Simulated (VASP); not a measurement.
An input for Ansatz (written as the equivalent of a VASP run, and not itself run):

Ansatz 0.2 input:
```yaml
crystal:
  lattice:
    - [0.0000000, 2.8059220, 2.8059220]
    - [2.8059220, 0.0000000, 2.8059220]
    - [2.8059220, 2.8059220, 0.0000000]
  atoms:
    - { symbol: Pt, position: [0.0000000, 0.0000000, 0.0000000] }
    - { symbol: P, position: [0.2500000, 0.2500000, 0.2500000] }
kpoints:
  mp_grid: { grid: [10, 10, 10] }
hamiltonian:
  xc: pbesol
  pseudopotentials: { kind: paw }
scf:
  occupations: { method: methfessel_paxton, width: 0.1 }
  max_iter: 100
relax:
  max_steps: 60
  f_tol: 0.01
  cell: {}
output: { forces: true, stress: true, eigenvalues: true }
```

### Question
Write the VASP files for the same calculation (PBEsol).

### Answer
This is not unique; one that fits is 
KPOINTS:
```
Automatic mesh
0
Gamma
10 10 10
0 0 0
```

### POSCAR
```
PtP
1
    0.0000000000     2.8059220000     2.8059220000
    2.8059220000     0.0000000000     2.8059220000
    2.8059220000     2.8059220000     0.0000000000
Pt P
1 1
Direct
  0.0000000000   0.0000000000   0.0000000000
  0.2500000000   0.2500000000   0.2500000000
```

**INCAR**
```
NSW = 60   # most ionic steps
SYSTEM = PtP
EDIFF = 1E-6   # SCF stop (eV)
LCHARG = .False.
EDIFFG = -0.01
NELM = 100   # most electronic steps
PREC = Accurate
GGA = PS   # PBEsol
ENCUT = 400   # plane-wave cut-off (eV)
ALGO = Normal
SIGMA = 0.1   # width (eV)
IBRION = 2   # conjugate gradients
LWAVE = .False.
LASPH = .True.
ISIF = 3   # ions, shape and volume
LMAXMIX = 6   # l cut-off of mixed one-centre charges
LREAL = .False.   # projection in real space or not
ISMEAR = 1
```

POTCAR, in this order: Pt P (PBE.64 set). Program: vasp_std.

Limits of the translation: each code has its own PAW files, so the cut-off isn't converted (ENCUT is set for VASP's; basis.ecutwfc is left out, and Ansatz then takes the one that its files recommend); Ansatz stops its SCF on the density residual and VASP on the energy change (EDIFF).

The structure was generated: PtP was put into the zinc blende type (F-43m), which need not be its known phase. This run relaxes it. Symmetry was kept, so distortions that lower it aren't found.
